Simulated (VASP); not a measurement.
Consider the following.

```yaml
crystal:
  lattice:
    - [0.00000, 2.61230, 2.61230]
    - [2.61230, 0.00000, 2.61230]
    - [2.61230, 2.61230, 0.00000]
  atoms:
    - { symbol: Na, position: [0.00000, 0.00000, 0.00000] }
    - { symbol: I, position: [0.50000, 0.50000, 0.50000] }
```

Level of theory: PBEsol GGA, VASP's PBE PAW potentials (set 64) (plane waves; VASP). Settings: 500 eV cut-off, 9×9×9 Γ-centred mesh, Gaussian smearing of 0.050 eV, potentials Na_pv I.

**Question.** What does the run give for the energy per atom (σ→0), pressure?

**Answer.** 
| Item | Value |
|---|---|
| energy per atom (σ→0) | -1.656 eV/atom |
| pressure | 44.94 GPa |

The compound is NaI in the rock salt structure. It was relaxed first under an external pressure of 45 GPa.
